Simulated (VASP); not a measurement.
OSZICAR of a VASP run on Nb (bcc):

File OSZICAR:
```
       N       E                     dE             d eps       ncg     rms          rms(c)
DAV:   1     0.141130400181E+03    0.14113E+03   -0.78057E+03  2080   0.134E+03
DAV:   2     0.199718457491E+02   -0.12116E+03   -0.11850E+03  2180   0.447E+02
DAV:   3     0.164327220327E+02   -0.35391E+01   -0.34137E+01  3060   0.740E+01
DAV:   4     0.163484473005E+02   -0.84275E-01   -0.82959E-01  2620   0.946E+00
DAV:   5     0.163464564062E+02   -0.19909E-02   -0.19901E-02  2718   0.123E+00    0.178E+01
DAV:   6     0.131413123042E+01   -0.15032E+02   -0.51934E+01  3496   0.784E+01    0.589E+00
DAV:   7     0.125143317106E+01   -0.62698E-01   -0.99660E-01  2338   0.132E+01    0.389E+00
DAV:   8     0.147259745765E+01    0.22116E+00   -0.57950E-01  2486   0.811E+00    0.607E-01
DAV:   9     0.118540504399E+01   -0.28719E+00   -0.15519E-01  2508   0.582E+00    0.515E-01
DAV:  10     0.118970539553E+01    0.43004E-02   -0.79209E-03  2674   0.107E+00    0.410E-01
DAV:  11     0.119335453604E+01    0.36491E-02   -0.10318E-02  2964   0.103E+00    0.383E-01
DAV:  12     0.118535589362E+01   -0.79986E-02   -0.51904E-03  3192   0.102E+00    0.230E-01
DAV:  13     0.118503145118E+01   -0.32444E-03   -0.35411E-04  2222   0.316E-01    0.140E-01
DAV:  14     0.118519324636E+01    0.16180E-03   -0.28809E-04  2948   0.167E-01    0.364E-02
DAV:  15     0.118507070746E+01   -0.12254E-03   -0.95955E-05  3120   0.118E-01    0.150E-02
DAV:  16     0.118504826254E+01   -0.22445E-04   -0.78144E-06  2916   0.332E-02    0.105E-02
DAV:  17     0.118505217056E+01    0.39080E-05   -0.24617E-06  1924   0.217E-02    0.162E-03
DAV:  18     0.118504832817E+01   -0.38424E-05   -0.39623E-07  1116   0.921E-03    0.145E-03
DAV:  19     0.118504929536E+01    0.96719E-06   -0.12338E-07  1112   0.610E-03
   1 F= 0.11850493E+01 E0= 0.11851448E+01  d E =0.118505E+01
       N       E                     dE             d eps       ncg     rms          rms(c)
DAV:   1     0.985465402433E+00   -0.19958E+00   -0.68062E+00  2802   0.409E+01    0.379E+00
DAV:   2     0.120528093929E+01    0.21982E+00   -0.48244E-01  3180   0.985E+00    0.105E+00
DAV:   3     0.120319564780E+01   -0.20853E-02   -0.24464E-01  3018   0.338E+00    0.536E-01
DAV:   4     0.119639785118E+01   -0.67978E-02   -0.11638E-02  2250   0.118E+00    0.351E-01
DAV:   5     0.119352305385E+01   -0.28748E-02   -0.37852E-03  3176   0.759E-01    0.286E-01
DAV:   6     0.119154335438E+01   -0.19797E-02   -0.13629E-02  3278   0.101E+00    0.923E-02
DAV:   7     0.118941783662E+01   -0.21255E-02   -0.22032E-03  3146   0.449E-01    0.372E-02
DAV:   8     0.118934415741E+01   -0.73679E-04   -0.59431E-05  2430   0.111E-01    0.141E-02
DAV:   9     0.118934754275E+01    0.33853E-05   -0.43776E-06  2430   0.292E-02    0.709E-03
DAV:  10     0.118934562198E+01   -0.19208E-05   -0.16136E-06  1776   0.155E-02    0.343E-03
DAV:  11     0.118934355659E+01   -0.20654E-05   -0.55575E-07  1178   0.119E-02    0.102E-03
DAV:  12     0.118934323399E+01   -0.32260E-06   -0.13994E-07  1102   0.501E-03
   2 F= 0.11893432E+01 E0= 0.11892361E+01  d E =0.429394E-02
       N       E                     dE             d eps       ncg     rms          rms(c)
DAV:   1     0.109584878126E+01   -0.93495E-01   -0.28350E+00  2798   0.263E+01    0.245E+00
DAV:   2     0.119236191372E+01    0.96513E-01   -0.23006E-01  3088   0.662E+00    0.651E-01
DAV:   3     0.118972275135E+01   -0.26392E-02   -0.10648E-01  2900   0.208E+00    0.343E-01
DAV:   4     0.118628900049E+01   -0.34338E-02   -0.28397E-03  2294   0.619E-01    0.277E-01
DAV:   5     0.118616617526E+01   -0.12283E-03   -0.95445E-04  3302   0.393E-01    0.216E-01
DAV:   6     0.118457491456E+01   -0.15913E-02   -0.84122E-03  2996   0.855E-01    0.647E-02
DAV:   7     0.118317553509E+01   -0.13994E-02   -0.13123E-03  2934   0.371E-01    0.363E-02
DAV:   8     0.118315811416E+01   -0.17421E-04   -0.66428E-05  2242   0.117E-01    0.202E-02
DAV:   9     0.118313847474E+01   -0.19639E-04   -0.10168E-05  2478   0.438E-02    0.465E-03
DAV:  10     0.118313948931E+01    0.10146E-05   -0.77498E-07  1196   0.134E-02    0.130E-03
DAV:  11     0.118313906648E+01   -0.42283E-06   -0.19317E-07  1104   0.774E-03
   3 F= 0.11831391E+01 E0= 0.11831443E+01  d E =-.191023E-02
```

Task: Which electronic solver shows in the log?

Result: It is blocked Davidson (ALGO = Normal, or the opening steps of other solvers). The INCAR had ALGO = Normal.

Task: Can the final energy be trusted as converged?

Result: Self-consistency was reached. It stopped with EDIFF = 1E-6, NELM = 100, NSW = 60 and EDIFFG = -0.01 after 3 ionic steps (revTPSS meta-GGA, plane waves, VASP's PBE PAW potentials (set 64)).

The compound is Nb in the bcc structure. This run relaxes it. Symmetry was kept, so distortions that lower it aren't found.
